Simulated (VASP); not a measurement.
# RuSe (Pm-3m) in VASP: notebook

The runs below take RuSe through single point, with PBEsol+U.

Everything below comes from runs of VASP 6.6.1. Logs are shortened: lines on timing, memory, paths and dates and some standing lists are left out, and cuts for length are marked.

## Step 1: The structure

The structure is cubic, space group Pm-3m (No. 221). Conventional cell: a = 3.188 Å, b = 3.188 Å, c = 3.188 Å, α = 90.00°, β = 90.00°, γ = 90.00°. Around Ru (site symmetry m-3m) lie 8 Se at 2.76 Å. Se (site symmetry m-3m) has 8 Ru at 2.76 Å as nearest neighbours.

The cell comes from a database or a generator and needn't be the stable form of this composition.

## Step 2: Single point, PBEsol+U, collinear spin, antiferromagnetic start

Input file INCAR:

```
ALGO = Fast ; EDIFF = 1E-6
ENCUT = 520 ; GGA = PS
ISIF = 2 ; ISMEAR = 0
ISPIN = 2 ; LASPH = True
LCHARG = False ; LDAU = True
LDAUJ = 0 0 ; LDAUL = 2 -1
LDAUPRINT = 1 ; LDAUTYPE = 2
LDAUU = 3 0 ; LMAXMIX = 4
LORBIT = 11 ; LREAL = False
LWAVE = False ; MAGMOM = 1 -1 0 0
NELM = 100 ; PREC = Accurate
SIGMA = 0.05
```

Input file KPOINTS:

```
k-points
0
Gamma
  6 6 3
```

Input file POSCAR:

```
RuSe
1.0
    3.1876923100      0.0000000000      0.0000000000
    0.0000000000      3.1876923100      0.0000000000
    0.0000000000      0.0000000000      6.3753846200
Ru Se
2 2
Direct
    0.0000000000      0.0000000000      0.0000000000
    0.0000000000      0.0000000000      0.5000000000
    0.5000000000      0.5000000000      0.2500000000
    0.5000000000      0.5000000000      0.7500000000
```

Potentials or basis: VASP PAW PBE potentials, release 64 (Ru_pv, Se).

Started as:

```bash
$ cat potpaw_PBE.64/Ru_pv/POTCAR potpaw_PBE.64/Se/POTCAR > POTCAR
$ mpirun -np 1 vasp_std > vasp.out
```

OUTCAR:

```text
EDIFF = 1E-6
   ENCUT = 520
   GGA = PS
   ISIF = 2
   ISMEAR = 0
   ISPIN = 2
   LASPH = True
   LORBIT = 11
   LREAL = False
   NELM = 100
   PREC = Accurate

 ion  position               nearest neighbor table
   1  0.000  0.000  0.000-   3 2.76   4 2.76   3 2.76   4 2.76   3 2.76   4 2.76   3 2.76   4 2.76
                             2 3.19   2 3.19
   2  0.000  0.000  0.500-   3 2.76   4 2.76   3 2.76   4 2.76   3 2.76   4 2.76   3 2.76   4 2.76
                             1 3.19   1 3.19
   3  0.500  0.500  0.250-   1 2.76   2 2.76   1 2.76   2 2.76   1 2.76   2 2.76   1 2.76   2 2.76

   4  0.500  0.500  0.750-   1 2.76   2 2.76   1 2.76   2 2.76   1 2.76   2 2.76   1 2.76   2 2.76

  LATTYP: Found a simple tetragonal cell.
 ALAT       =     3.1876923100
 C/A-ratio  =     2.0000000000

  Lattice vectors:

 A1 = (   3.1876923100,   0.0000000000,   0.0000000000)
 A2 = (   0.0000000000,   3.1876923100,   0.0000000000)
 A3 = (   0.0000000000,   0.0000000000,   6.3753846200)

Analysis of symmetry for initial positions (statically):
=====================================================================
 Subroutine PRICEL returns following result:

  LATTYP: Found a simple cubic cell.
 ALAT       =     3.1876923100
[... 12 lines left out ...]
 Subroutine GETGRP returns: Found 16 space group operations
 (whereof 16 operations were pure point group operations)
 out of a pool of 16 trial point group operations.

The static configuration has the point symmetry D_4h.

Analysis of symmetry for dynamics (positions and initial velocities):
=====================================================================
 Subroutine PRICEL returns following result:

  LATTYP: Found a simple cubic cell.
 ALAT       =     3.1876923100
[... 12 lines left out ...]
 Subroutine GETGRP returns: Found 16 space group operations
 (whereof 16 operations were pure point group operations)
 out of a pool of 16 trial point group operations.

The dynamic configuration has the point symmetry D_4h.

Analysis of structural, dynamic, and magnetic symmetry:
=====================================================================
 Subroutine PRICEL returns following result:

  LATTYP: Found a simple cubic cell.
 ALAT       =     3.1876923100
[... 12 lines left out ...]
 Subroutine GETGRP returns: Found 16 space group operations
 (whereof 16 operations were pure point group operations)
 out of a pool of 16 trial point group operations.

The overall configuration has the point symmetry D_4h.

 Subroutine INISYM returns: Found 16 space group operations
 (whereof 16 operations are pure point group operations),
 and found     2 'primitive' translations

----------------------------------------------------------------------------------------

                                     Primitive cell

  volume of cell :      32.3914

  direct lattice vectors                    reciprocal lattice vectors
     3.187692310  0.000000000  0.000000000     0.313706563  0.000000000  0.000000000
     0.000000000  3.187692310  0.000000000     0.000000000  0.313706563  0.000000000
     0.000000000  0.000000000  3.187692310     0.000000000  0.000000000  0.313706563

  length of vectors
     3.187692310  3.187692310  3.187692310     0.313706563  0.313706563  0.313706563
[... 146 lines left out ...]
  o =  0.4363  v =  0.0000  0.0000  0.0000  0.0000  0.0000  0.0000 -0.9549  0.0000  0.2969  0.0000      0.0000  0.0000  0.0000  0.0000  0.0000  0.0000  0.0000  0.0000  0.0000  0.0000
  o =  0.4363  v =  0.0000  0.0000  0.0000  0.0000  0.0000  0.0000  0.2969 -0.0000  0.9549 -0.0000      0.0000  0.0000  0.0000  0.0000  0.0000  0.0000  0.0000  0.0000  0.0000  0.0000
  o =  0.4398  v =  0.0000  0.0000  0.0000  0.0000  0.0000  0.0000 -0.0000 -1.0000 -0.0000  0.0000      0.0000  0.0000  0.0000  0.0000  0.0000  0.0000  0.0000  0.0000  0.0000  0.0000
  o =  0.7837  v =  0.0000 -0.2128  0.0000 -0.9771 -0.0000  0.0000  0.0000  0.0000  0.0000  0.0000      0.0000  0.0000  0.0000  0.0000  0.0000  0.0000  0.0000  0.0000  0.0000  0.0000
  o =  0.7837  v =  0.0000 -0.9771  0.0000  0.2128 -0.0000  0.0000  0.0000  0.0000  0.0000  0.0000      0.0000  0.0000  0.0000  0.0000  0.0000  0.0000  0.0000  0.0000  0.0000  0.0000
  o =  0.7980  v =  0.0000  0.0000  1.0000  0.0000  0.0000  0.0000  0.0000  0.0000  0.0000  0.0000      0.0000  0.0000  0.0000  0.0000  0.0000  0.0000  0.0000  0.0000  0.0000  0.0000
  o =  0.8019  v =  1.0000  0.0000  0.0000  0.0000  0.0000  0.0000  0.0000  0.0000  0.0000  0.0000      0.0000  0.0000  0.0000  0.0000  0.0000  0.0000  0.0000  0.0000  0.0000  0.0000
  o =  0.8308  v =  0.0000  0.0000  0.0000  0.0000 -1.0000  0.0000  0.0000  0.0000  0.0000  0.0000      0.0000  0.0000  0.0000  0.0000  0.0000  0.0000  0.0000  0.0000  0.0000  0.0000

atom =   2  type =  1  l = 2

 onsite density matrix

spin component  1

  0.4271 -0.0000  0.0000  0.0000 -0.0000
 -0.0000  0.4363  0.0000 -0.0000  0.0000
  0.0000  0.0000  0.4398  0.0000 -0.0000
[... 15 lines left out ...]
  o =  0.4363  v =  0.0000 -0.1158 -0.0000  0.9933  0.0000  0.0000  0.0000  0.0000  0.0000  0.0000      0.0000  0.0000  0.0000  0.0000  0.0000  0.0000  0.0000  0.0000  0.0000  0.0000
  o =  0.4363  v =  0.0000 -0.9933  0.0000 -0.1158  0.0000  0.0000  0.0000  0.0000  0.0000  0.0000      0.0000  0.0000  0.0000  0.0000  0.0000  0.0000  0.0000  0.0000  0.0000  0.0000
  o =  0.4398  v =  0.0000 -0.0000 -1.0000 -0.0000  0.0000  0.0000  0.0000  0.0000  0.0000  0.0000      0.0000  0.0000  0.0000  0.0000  0.0000  0.0000  0.0000  0.0000  0.0000  0.0000
  o =  0.7837  v =  0.0000  0.0000  0.0000  0.0000  0.0000  0.0000  0.9914  0.0000 -0.1311 -0.0000      0.0000  0.0000  0.0000  0.0000  0.0000  0.0000  0.0000  0.0000  0.0000  0.0000
  o =  0.7837  v =  0.0000  0.0000  0.0000  0.0000  0.0000  0.0000 -0.1311 -0.0000 -0.9914 -0.0000      0.0000  0.0000  0.0000  0.0000  0.0000  0.0000  0.0000  0.0000  0.0000  0.0000
  o =  0.7980  v =  0.0000  0.0000  0.0000  0.0000  0.0000  0.0000 -0.0000  1.0000  0.0000 -0.0000      0.0000  0.0000  0.0000  0.0000  0.0000  0.0000  0.0000  0.0000  0.0000  0.0000
  o =  0.8019  v =  0.0000  0.0000  0.0000  0.0000  0.0000  1.0000  0.0000  0.0000  0.0000  0.0000      0.0000  0.0000  0.0000  0.0000  0.0000  0.0000  0.0000  0.0000  0.0000  0.0000
  o =  0.8308  v =  0.0000  0.0000  0.0000  0.0000  0.0000  0.0000 -0.0000 -0.0000  0.0000 -1.0000      0.0000  0.0000  0.0000  0.0000  0.0000  0.0000  0.0000  0.0000  0.0000  0.0000

 number of electron      39.9999987 magnetization       0.0000000

 Free energy of the ion-electron system (eV)
  ---------------------------------------------------
  ext. energy  EPLUGINS =         0.00000000
  ---------------------------------------------------
  free energy    TOTEN  =       -20.21828376 eV

  energy without entropy =      -20.21639560  energy(sigma->0) =      -20.21733968

 E-fermi :   9.3158     XC(G=0): -12.4349

 val. band max:        9.2305866838   @ k =   0.1667   0.1667   0.0000
 cond. band min:       9.3409480133   @ k =   0.5000   0.3333   0.3333
 fundamental gap:      0.1103613295
 Fermi energy:         9.3158312278

 spin component 1

 k-point     1 :       0.0000    0.0000    0.0000
  band No.  band energies     occupation
      1     -33.6763      1.00000
      2     -33.6731      1.00000
      3     -33.6731      1.00000
      4     -32.3177      1.00000
      5     -32.2314      1.00000
      6     -32.2314      1.00000
[... 529 lines left out ...]
     23      10.9055      0.00000
     24      12.2029      0.00000
 Fermi energy:         9.3158312278

 spin component 2

 k-point     1 :       0.0000    0.0000    0.0000
  band No.  band energies     occupation
      1     -33.6763      1.00000
      2     -33.6731      1.00000
      3     -33.6731      1.00000
      4     -32.3177      1.00000
      5     -32.2314      1.00000
      6     -32.2314      1.00000
[... 529 lines left out ...]
     23      10.9055      0.00000
     24      12.2029      0.00000

------------------------ aborting loop because EDIFF is reached ----------------------------------------

  FORCE on cell =-STRESS in cart. coord.  units (eV):
  Direction    XX          YY          ZZ          XY          YZ          ZX
  --------------------------------------------------------------------------------------
  -------------------------------------------------------------------------------------
  Total       -2.7930548     -2.7930548     -4.1132826      0.0000000      0.0000000      0.0000000
  in kB      -69.0765840    -69.0765840   -101.7278711      0.0000000      0.0000000      0.0000000
  external PRESSURE =     -79.9603464 kB  Pullay stress =       0.0000000 kB

 VOLUME and BASIS-vectors are now :
 -----------------------------------------------------------------------------
  energy-cutoff  :      520.00
  volume of cell :       64.78
      direct lattice vectors                 reciprocal lattice vectors
     3.187692310  0.000000000  0.000000000     0.313706563  0.000000000  0.000000000
     0.000000000  3.187692310  0.000000000     0.000000000  0.313706563  0.000000000
     0.000000000  0.000000000  6.375384620     0.000000000  0.000000000  0.156853282

 POSITION                                       TOTAL-FORCE (eV/Angst)
 -----------------------------------------------------------------------------------
      0.00000      0.00000      0.00000        -0.000000      0.000000     -0.000000
      0.00000      0.00000      3.18769        -0.000000      0.000000     -0.000000
      1.59385      1.59385      1.59385         0.000000      0.000000      0.000000
      1.59385      1.59385      4.78154         0.000000      0.000000     -0.000000
 -----------------------------------------------------------------------------------
    total drift:                                0.000000      0.000000      0.000000

  FREE ENERGIE OF THE ION-ELECTRON SYSTEM (eV)
  ---------------------------------------------------
  free  energy   TOTEN  =       -20.2182837622 eV

  energy  without entropy=      -20.2163956029  energy(sigma->0) =      -20.21733968

 total charge

# of ion       s       p       d       tot
------------------------------------------
    1        0.233   6.151   6.070  12.453
    2        0.233   6.151   6.070  12.453
    3        1.512   2.138   0.103   3.754
    4        1.512   2.138   0.103   3.754
--------------------------------------------------
tot          3.490  16.577  12.347  32.414

 magnetization (x)

# of ion       s       p       d       tot
------------------------------------------
    1        0.001  -0.000   1.872   1.873
    2       -0.001   0.000  -1.872  -1.873
    3        0.000   0.000   0.000   0.000
    4        0.000   0.000   0.000   0.000
--------------------------------------------------
tot          0.000   0.000   0.000   0.000
```

Wall time 2.1 min (1 thread of AMD EPYC 7R43 (Zen 3), shared host); peak memory 0.17 GiB.

What came out:

* Free energy: -20.2183 eV
* Pressure: -8.0 GPa
* Band gap on the k mesh: none (metal or under the smearing width)
* Net moment: 0.00 μB per cell
* Site moments: Ru +1.87, -1.87; Se +0.00 μB
* Valence electrons inside the program's atomic spheres: Ru 12.45; Se 3.75

Levels at points of the mesh, in eV from the Fermi level:
Spin up:
```tsv
k point	band 16	band 17	band 18	band 19	band 20	band 21	band 22	band 23	band 24
(0.00, 0.00, 0.00)	-1.46	-1.46	-1.46	-0.84	-0.84	0.30	0.34	2.56	3.06
(0.50, 0.00, 0.00)	-2.56	-1.72	-0.87	-0.85	-0.12	0.18	1.21	3.02	3.04
(0.50, 0.50, 0.00)	-2.03	-1.24	-1.12	0.18	0.22	1.59	2.67	2.68	2.68
```
Spin down:
```
           k point  band 18  band 19  band 20  band 21  band 22  band 23
(0.00, 0.00, 0.00)    -1.46    -0.84    -0.84     0.30     0.34     2.56
(0.50, 0.00, 0.00)    -0.87    -0.85    -0.12     0.18     1.21     3.01
(0.50, 0.50, 0.00)    -1.12     0.18     0.22     1.59     2.67     2.68
```

Eigenvalues of the final occupation matrices:
| site | spin | trace | eigenvalues |
| --- | --- | --- | --- |
| site 1 d | 1 | 4.00 | 0.78 0.78 0.80 0.80 0.83 |
| site 1 d | 2 | 2.12 | 0.38 0.43 0.44 0.44 0.44 |
| site 2 d | 1 | 2.12 | 0.38 0.43 0.44 0.44 0.44 |
| site 2 d | 2 | 4.00 | 0.78 0.78 0.80 0.80 0.83 |

Caveat: the PAW data sets were made with another functional, which shifts forces and pressure a little. The state reached can hang on the start; a lower one may exist.

## Step 3: Single point, PBEsol+U, collinear spin, zero start

This run uses another cell than the first one: it holds 2 atoms, not 4.

Input file INCAR:

```
PREC = Accurate
ENCUT = 520
EDIFF = 1E-6
ISMEAR = 0
SIGMA = 0.05
LREAL = False
LASPH = True
NELM = 100
ALGO = Normal
ISIF = 2
LWAVE = False
LCHARG = True
ISPIN = 2
MAGMOM = 0 0
LORBIT = 11
LMAXMIX = 4
LDAU = True
LDAUTYPE = 2
LDAUL = 2 -1
LDAUU = 3 0
LDAUJ = 0 0
LDAUPRINT = 1
GGA = PS
LELF = True
LVHAR = True
```

Input file KPOINTS:

```
regular mesh
0
Gamma
  6 6 6
```

Input file POSCAR:

```
RuSe
1.0
    3.1876923100      0.0000000000      0.0000000000
    0.0000000000      3.1876923100      0.0000000000
    0.0000000000      0.0000000000      3.1876923100
Ru Se
1 1
Direct
    0.0000000000      0.0000000000      0.0000000000
    0.5000000000      0.5000000000      0.5000000000
```

Potentials or basis: VASP PAW PBE potentials, release 64 (Ru_pv, Se).

Started as:

```bash
$ cat potpaw_PBE.64/Ru_pv/POTCAR potpaw_PBE.64/Se/POTCAR > POTCAR
$ mpirun -np 1 vasp_std > vasp.out
```

Run time: 36 s. Hardware: 1 thread of AMD EPYC 7R43 (Zen 3), shared host; peak memory 0.12 GiB.

The run converged. Its results:

- Free energy: -9.9245 eV
- Pressure: -16.1 GPa
- Band gap on the k mesh: none (metal or under the smearing width)
- Net moment: 0.00 μB per cell
- Valence electrons inside the program's atomic spheres: Ru 12.48; Se 3.71

Levels at points of the mesh, in eV from the Fermi level:
Spin up:
```csv
k point,band 7,band 8,band 9,band 10,band 11,band 12,band 13,band 14
"(0.00, 0.00, 0.00)",-1.65,-1.65,-1.65,-1.07,-1.07,-1.07,2.43,8.58
"(0.50, 0.00, 0.00)",-3.83,-3.08,-0.89,0.14,2.71,2.71,5.40,6.09
"(0.50, 0.50, 0.00)",-3.42,-2.06,-2.06,-1.11,-0.03,0.17,3.11,10.30
"(0.50, 0.50, 0.50)",-7.06,0.23,0.23,2.45,2.45,2.45,2.59,2.59
```
Spin down:
| k point | band 8 | band 9 | band 10 | band 11 | band 12 | band 13 |
| --- | --- | --- | --- | --- | --- | --- |
| (0.00, 0.00, 0.00) | -1.65 | -1.65 | -1.07 | -1.07 | -1.07 | 2.43 |
| (0.50, 0.00, 0.00) | -3.08 | -0.89 | 0.14 | 2.71 | 2.71 | 5.40 |
| (0.50, 0.50, 0.00) | -2.06 | -2.06 | -1.11 | -0.03 | 0.17 | 3.11 |
| (0.50, 0.50, 0.50) | 0.23 | 0.23 | 2.45 | 2.45 | 2.59 | 2.59 |

Eigenvalues of the final occupation matrices:
| site | spin | trace | eigenvalues |
| --- | --- | --- | --- |
| site 1 d | 1 | 3.07 | 0.57 0.57 0.64 0.64 0.64 |
| site 1 d | 2 | 3.07 | 0.57 0.57 0.64 0.64 0.64 |

Caveat: the PAW data sets were made with another functional, which shifts forces and pressure a little.

## Step 4: Single point, PBEsol+U, collinear spin, random start

This run uses another cell than the first one: it holds 2 atoms, not 4.

Input file INCAR:

```
ALGO = Fast ; EDIFF = 1E-6
ENCUT = 520 ; GGA = PS
ISIF = 2 ; ISMEAR = 0
ISPIN = 2 ; LASPH = T
LCHARG = F ; LDAU = T
LDAUJ = 0 0 ; LDAUL = 2 -1
LDAUPRINT = 1 ; LDAUTYPE = 2
LDAUU = 3 0 ; LMAXMIX = 4
LORBIT = 11 ; LREAL = F
LWAVE = F ; MAGMOM = 0.2 0
NBANDS = 21 ; NELM = 80
PREC = Accurate ; SIGMA = 0.05
```

Input file KPOINTS:

```
k-points
0
Gamma
  6 6 6
```

POSCAR is that of step 3.

Started as:

```bash
$ cat potpaw_PBE.64/Ru_pv/POTCAR potpaw_PBE.64/Se/POTCAR > POTCAR
$ mpirun -np 1 vasp_std > vasp.out
```

Wall time 43 s (1 thread of AMD EPYC 7R43 (Zen 3), shared host); peak memory 0.12 GiB.

Results (log left out):

| Quantity | Value |
| --- | --- |
| Free energy | -9.9245 eV |
| Pressure | -16.1 GPa |
| Band gap on the k mesh | none (metal or under the smearing width) |
| Net moment | 0.01 μB per cell |
| Valence electrons inside the program's atomic spheres | Ru 12.48; Se 3.71 |

Levels at points of the mesh, in eV from the Fermi level:
Spin up:
```tsv
k point	band 7	band 8	band 9	band 10	band 11	band 12	band 13	band 14
(0.00, 0.00, 0.00)	-1.64	-1.64	-1.64	-1.06	-1.06	-1.06	2.44	8.58
(0.50, 0.00, 0.00)	-3.82	-3.09	-0.89	0.12	2.72	2.72	5.41	6.10
(0.50, 0.50, 0.00)	-3.42	-2.06	-2.06	-1.10	-0.03	0.15	3.11	10.30
(0.50, 0.50, 0.50)	-7.05	0.22	0.22	2.46	2.46	2.46	2.59	2.59
```
Spin down:
```csv
k point,band 8,band 9,band 10,band 11,band 12,band 13
"(0.00, 0.00, 0.00)",-1.64,-1.64,-1.06,-1.06,-1.06,2.44
"(0.50, 0.00, 0.00)",-3.05,-0.88,0.17,2.72,2.72,5.41
"(0.50, 0.50, 0.00)",-2.05,-2.05,-1.10,-0.03,0.20,3.13
"(0.50, 0.50, 0.50)",0.27,0.27,2.46,2.46,2.46,2.59
```

Eigenvalues of the final occupation matrices:
```
    site  spin  trace               eigenvalues
site 1 d     1   3.08  0.58 0.58 0.64 0.64 0.64
site 1 d     2   3.07  0.57 0.57 0.64 0.64 0.64
```

Caveat: the PAW data sets were made with another functional, which shifts forces and pressure a little.

## Step 5: Single point, PBEsol+U, collinear spin, ferromagnetic start

This run uses another cell than the first one: it holds 2 atoms, not 4.

Input file INCAR:

```
PREC     = Accurate       # precision mode
ENCUT    = 520            # plane-wave cutoff, eV
EDIFF    = 1E-6           # SCF threshold, eV
ISMEAR   = 0              # smearing method
SIGMA    = 0.05           # smearing width, eV
LREAL    = False          # projectors in reciprocal space
LASPH    = True           # aspherical terms in the spheres
NELM     = 80             # most SCF steps
ALGO     = Fast           # electronic algorithm
ISIF     = 2              # what is computed and relaxed
LWAVE    = False          # write WAVECAR
LCHARG   = True           # write CHGCAR
ISPIN    = 2              # spin polarisation
MAGMOM   = 1 0            # initial moments
LORBIT   = 11             # projections on sites
NUPDOWN  = 0              # fixed moment
LMAXMIX  = 4              # l up to which the mixer works
LDAU     = True           # DFT+U
LDAUTYPE = 2            
LDAUL    = 2 -1           # shell
LDAUU    = 3 0            # U, eV
LDAUJ    = 0 0          
LDAUPRINT= 1            
GGA      = PS             # functional
LELF     = True           # ELF
LVHAR    = True
```

Input file KPOINTS:

```
Automatic mesh
0
Gamma
  6 6 6
```

POSCAR is that of step 4.

Started as:

```bash
$ cat potpaw_PBE.64/Ru_pv/POTCAR potpaw_PBE.64/Se/POTCAR > POTCAR
$ mpirun -np 1 vasp_std > vasp.out
```

It took 34 s on 1 thread of AMD EPYC 7R43 (Zen 3), shared host; peak memory 0.12 GiB.

The run converged. Its results:

```yaml
Free_energy: -9.9245 eV
Pressure: -16.1 GPa
Net_moment: 0.00 μB per cell
Valence_electrons_inside_the_program's_atomic_spheres: Ru 12.48; Se 3.71
```

Eigenvalues of the final occupation matrices:
```csv
site,spin,trace,eigenvalues
site 1 d,1,3.07,0.57 0.57 0.64 0.64 0.64
site 1 d,2,3.07,0.57 0.57 0.64 0.64 0.64
```

Caveat: the PAW data sets were made with another functional, which shifts forces and pressure a little; the total moment is fixed, so each spin has its own Fermi level.

## Step 6: The runs side by side

| spin | fixed moment (μB) | k mesh | supercell matrix | further INCAR settings | gap on the mesh (eV) | pressure (GPa) | moment (μB) |
| --- | --- | --- | --- | --- | --- | --- | --- |
| collinear, antiferromagnetic start | - | 6 × 6 × 3 | [1, 0, 0, 0, 1, 0, 0, 0, 2] | ALGO = Fast; EDIFF = 1e-06 | none | -8.0 | 0.00 |
| collinear, zero start | - | 6 × 6 × 6 | - | ALGO = Normal; EDIFF = 1e-06 | none | -16.1 | 0.00 |
| collinear, random start | - | 6 × 6 × 6 | - | ALGO = Fast; EDIFF = 1e-06; NBANDS = 21 | none | -16.1 | 0.01 |
| collinear, ferromagnetic start | 0 | 6 × 6 × 6 | - | ALGO = Fast; EDIFF = 1e-06 | - | -16.1 | 0.00 |

Alike in all rows: task single point; level PBEsol+U; potentials or basis VASP PAW PBE potentials, release 64 (Ru_pv, Se); Ru d U = 3 eV; cell as given; cutoff (eV) 520; smearing gaussian 0.05 eV.

Every run on the cell as given and a fine mesh finds a metal.

Caveats: the PAW data sets were made with another functional, which shifts forces and pressure a little; the total moment is fixed, so each spin has its own Fermi level (some runs).

Absolute energies hang on the potentials; compare differences alone.
